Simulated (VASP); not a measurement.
# Be2CdS3 (I-4m2) in VASP: single point with r2SCAN

Aim: the single point of Be2CdS3 with r2SCAN.

All numbers are computed with VASP 6.6.1; they aren't measurements. Logs are shortened: lines on timing, memory, paths and dates and some standing lists are left out, and cuts for length are marked.

### Step 1. The crystal as given

The structure is tetragonal, space group I-4m2 (No. 119). Conventional cell: a = 3.623 Å, b = 3.623 Å, c = 16.281 Å, α = 90.00°, β = 90.00°, γ = 90.00°. Be (site symmetry 2mm) is surrounded by 4 S at 2.14 to 2.16 Å. Cd (site symmetry -4m2) is surrounded by 4 S at 2.52 Å. S (site symmetry 2mm) is surrounded by 2 Be at 2.14 Å. Around S (site symmetry -4m2) lie 4 Be at 2.16 Å.

The cell was built by a generator and needn't be a form met in nature.

### Step 2. Single point, r2SCAN

The input, INCAR:

```
  PREC = Accurate
  ENCUT = 520
  EDIFF = 1E-6
  ISMEAR = 0
  SIGMA = 0.03
  LREAL = False
  LASPH = True
  NELM = 150
  ALGO = Normal
  ISIF = 2
  LWAVE = False
  LCHARG = False
  METAGGA = R2SCAN
  LMIXTAU = True
  NBANDS = 26
  KPAR = 4
```

The input, KPOINTS:

```
Automatic mesh
0
Gamma
  10 10 10
```

The input, POSCAR:

```
Be2CdS3
1.0
   -1.8116200000      1.8116200000      8.1405000000
    1.8116200000     -1.8116200000      8.1405000000
    1.8116200000      1.8116200000     -8.1405000000
Be Cd S
2 1 3
Direct
    0.6777300000      0.6777300000      0.0000000000
    0.3222700000      0.3222700000      0.0000000000
    0.0000000000      0.0000000000      0.0000000000
    0.6079130000      0.1079130000      0.5000000000
    0.8920870000      0.3920870000      0.5000000000
    0.2500000000      0.7500000000      0.5000000000
```

Potentials or basis: VASP PAW PBE potentials, release 64 (Be, Cd, S).

Command:

```sh
cat potpaw_PBE.64/Be/POTCAR potpaw_PBE.64/Cd/POTCAR potpaw_PBE.64/S/POTCAR > POTCAR
mpirun -np 4 vasp_std > vasp.out
```

OUTCAR:

```text
PREC = Accurate
   ENCUT = 520
   EDIFF = 1E-6
   ISMEAR = 0
   LREAL = False
   LASPH = True
   NELM = 150
   ISIF = 2
   METAGGA = R2SCAN

 ion  position               nearest neighbor table
   1  0.678  0.678  0.000-   4 2.14   4 2.14   6 2.16   6 2.16
   2  0.322  0.322  0.000-   5 2.14   5 2.14   6 2.16   6 2.16
   3  0.000  0.000  0.000-   4 2.52   5 2.52   4 2.52   5 2.52
   4  0.608  0.108  0.500-   1 2.14   1 2.14   3 2.52   3 2.52
   5  0.892  0.392  0.500-   2 2.14   2 2.14   3 2.52   3 2.52
   6  0.250  0.750  0.500-   1 2.16   2 2.16   2 2.16   1 2.16

  LATTYP: Found a body centered tetragonal cell.
 ALAT       =     3.6232400000
 C/A-ratio  =     4.4934920127

  Lattice vectors:

 A1 = (  -1.8116200000,   1.8116200000,   8.1405000000)
 A2 = (   1.8116200000,  -1.8116200000,   8.1405000000)
 A3 = (   1.8116200000,   1.8116200000,  -8.1405000000)

Analysis of symmetry for initial positions (statically):
=====================================================================
 Subroutine PRICEL returns:
 Original cell was already a primitive cell.

 Routine SETGRP: Setting up the symmetry group for a
 body centered tetragonal supercell.

 Subroutine GETGRP returns: Found  8 space group operations
 (whereof  8 operations were pure point group operations)
 out of a pool of 16 trial point group operations.

The static configuration has the point symmetry D_2d.

Analysis of symmetry for dynamics (positions and initial velocities):
=====================================================================
 Subroutine PRICEL returns:
 Original cell was already a primitive cell.

 Routine SETGRP: Setting up the symmetry group for a
 body centered tetragonal supercell.

 Subroutine GETGRP returns: Found  8 space group operations
 (whereof  8 operations were pure point group operations)
 out of a pool of 16 trial point group operations.

The dynamic configuration has the point symmetry D_2d.

 Subroutine INISYM returns: Found  8 space group operations
 (whereof  8 operations are pure point group operations),
 and found     1 'primitive' translations

----------------------------------------------------------------------------------------

                                     Primitive cell

  volume of cell :     106.8674

  direct lattice vectors                    reciprocal lattice vectors
    -1.811620000  1.811620000  8.140500000     0.000000000  0.275996070  0.061421289
     1.811620000 -1.811620000  8.140500000     0.275996070  0.000000000  0.061421289
     1.811620000  1.811620000 -8.140500000     0.275996070  0.275996070  0.000000000
[... 98 lines left out ...]
   ISIF   =      2    stress and relaxation
   ISYM   =      2    0-nonsym 1-usesym 2-fastsym
   POTIM  = 0.5000    time-step for ionic-motion
   TEBEG  =    0.0;   TEEND  =   0.0 temperature during run
   PSTRESS=    0.0 pullay stress
   NELECT =      34.0000    total number of electrons
   NUPDOWN=      -1.0000    fix difference up-down
   EMIN   =  10.00;   EMAX   =-10.00  energy-range for DOS
   EFERMI =   0.00;   METHOD = LEGACY
   ISMEAR =     0;   SIGMA  =   0.03  broadening in eV -4-tet -1-fermi 0-gaus
   EFERMI_NEDOS =   21; number of points for ismear=-14 and -15
   IALGO  =     38    algorithm
   IMIX   =      4    mixing-type and parameters
     AMIX     =   0.40;   BMIX     =  1.00
     AMIX_MAG =   1.60;   BMIX_MAG =  1.00
  volume/ion in A,a.u.               =      17.81       120.20
  Fermi-wavevector in a.u.,A,eV,Ry     =   1.117599  2.111956 16.994054  1.249028
  Thomas-Fermi vector in A             =   2.254223
   LORBIT       =      0    0 simple, 1 ext, 2 COOP (PROOUT), +10 PAW based schemes
   METAGGA = R2SCAN    functional components
   LHFCALC =     F    Hartree Fock is set to
   AEXX    =    0.0000 exact exchange contribution
   IVDW    =     0    specifies the selected vdW correction
   LEPSILON=     F    determine dielectric tensor
   LRPA    =     F    only Hartree local field effects (RPA)
 non-spin polarized calculation
 Gauss-broadening in eV      SIGMA  =   0.03
  energy-cutoff  :      520.00
  volume of cell :      106.87
 maximum number of plane-waves:      2906
   NGX = 31   NGY = 31   NGZ = 31

 number of electron      33.9999997 magnetization

 Free energy of the ion-electron system (eV)
  ---------------------------------------------------
  ext. energy  EPLUGINS =         0.00000000
  ---------------------------------------------------
  free energy    TOTEN  =       -58.77451292 eV

  energy without entropy =      -58.77451292  energy(sigma->0) =      -58.77451292

 E-fermi :   3.1119     XC(G=0): -10.0269

 val. band max:        2.9281548954   @ k =   0.0000   0.0000   0.0000
 cond. band min:       5.9879686674   @ k =   0.0000   0.0000   0.0000
 fundamental gap:      3.0598137720
 Fermi energy:         3.1119041782

 k-point     1 :       0.0000    0.0000    0.0000
  band No.  band energies     occupation
      1     -11.0337      2.00000
      2     -10.1350      2.00000
      3      -9.5097      2.00000
      4      -5.3611      2.00000
      5      -5.1592      2.00000
      6      -5.1592      2.00000
[... 685 lines left out ...]
     25      11.1823      0.00000
     26      12.0793      0.00000

 [... further k-points ...]

------------------------ aborting loop because EDIFF is reached ----------------------------------------

  FORCE on cell =-STRESS in cart. coord.  units (eV):
  Direction    XX          YY          ZZ          XY          YZ          ZX
  --------------------------------------------------------------------------------------
  -------------------------------------------------------------------------------------
  Total       -0.5270375     -0.5270375     -0.6349748      0.0000000      0.0000000      0.0000000
  in kB       -7.9014498     -7.9014498     -9.5196673      0.0000000      0.0000000      0.0000000
  external PRESSURE =      -8.4408556 kB  Pullay stress =       0.0000000 kB

 VOLUME and BASIS-vectors are now :
 -----------------------------------------------------------------------------
  energy-cutoff  :      520.00
  volume of cell :      106.87
      direct lattice vectors                 reciprocal lattice vectors
    -1.811620000  1.811620000  8.140500000     0.000000000  0.275996070  0.061421289
     1.811620000 -1.811620000  8.140500000     0.275996070  0.000000000  0.061421289
     1.811620000  1.811620000 -8.140500000     0.275996070  0.275996070  0.000000000

 POSITION                                       TOTAL-FORCE (eV/Angst)
 -----------------------------------------------------------------------------------
      0.00000      0.00000     11.03412        -0.000000      0.000000      0.009030
      0.00000      0.00000      5.24688        -0.000000      0.000000     -0.009030
      0.00000      0.00000      0.00000        -0.000000      0.000000      0.000000
      0.00000      1.81162      1.75693         0.000000     -0.000000     -0.148980
      0.00000      1.81162      6.38357         0.000000     -0.000000      0.148980
      1.81162     -0.00000      4.07025        -0.000000      0.000000      0.000000
 -----------------------------------------------------------------------------------
    total drift:                               -0.000000      0.000000     -0.000000

  FREE ENERGIE OF THE ION-ELECTRON SYSTEM (eV)
  ---------------------------------------------------
  free  energy   TOTEN  =       -58.7745129187 eV

  energy  without entropy=      -58.7745129187  energy(sigma->0) =      -58.77451292
```

OSZICAR:

```text
N       E                     dE             d eps       ncg     rms          rms(c)
DAV:   1     0.152263021540E+03    0.15226E+03   -0.15961E+04  5336   0.120E+03
DAV:   2    -0.536465296537E+02   -0.20591E+03   -0.19442E+03  6148   0.263E+02
DAV:   3    -0.672089972827E+02   -0.13562E+02   -0.13463E+02  6900   0.715E+01
[... 15 lines left out ...]
DAV:  19    -0.587744934883E+02   -0.18423E-03   -0.12169E-04  5488   0.916E-02    0.106E-02
DAV:  20    -0.587745017839E+02   -0.82956E-05   -0.13707E-05  5664   0.327E-02    0.618E-03
DAV:  21    -0.587745038510E+02   -0.20671E-05   -0.12062E-05  5492   0.307E-02    0.245E-03
DAV:  22    -0.587745127892E+02   -0.89382E-05   -0.52453E-06  5570   0.206E-02    0.184E-03
DAV:  23    -0.587745129187E+02   -0.12942E-06   -0.13183E-07  3780   0.298E-03
   1 F= -.58774513E+02 E0= -.58774513E+02  d E =-.172548E-20
```

stdout:

```text
POSCAR found type information on POSCAR BeCdS
 POSCAR found :  3 types and       6 ions
 scaLAPACK will be used
 -----------------------------------------------------------------------------
|                                                                             |
|                                                                             |
|     You enforced a specific xc type in the INCAR file but a different       |
|     I HOPE YOU KNOW WHAT YOU ARE DOING!                                     |
|                                                                             |
 -----------------------------------------------------------------------------

 LDA part: xc-table for (None), standard interpolation
 POSCAR, INCAR and KPOINTS ok, starting setup
 FFT: planning ... GRIDC
 FFT: planning ... GRID_SOFT
 FFT: planning ... GRID
 WAVECAR not read
 entering main loop
```

It took 31 min on 4 MPI ranks of Intel Xeon Platinum 8259CL at 2.50GHz (Skylake/Cascade Lake), shared host; peak memory 0.83 GiB.

Results:

- Free energy: -58.7745 eV
- Pressure: -0.8 GPa
- Largest force: 0.149 eV/Å
- Band gap on the k mesh: 3.06 eV, direct

Forces in eV/Å, atoms in the order of the input:
```
Be   0.000  0.000  0.009
Be   0.000  0.000 -0.009
Cd   0.000  0.000  0.000
S    0.000  0.000 -0.149
S    0.000  0.000  0.149
S    0.000  0.000  0.000
```

Caveat: the PAW data sets were made with another functional, which shifts forces and pressure a little. A k mesh can miss the band edges.
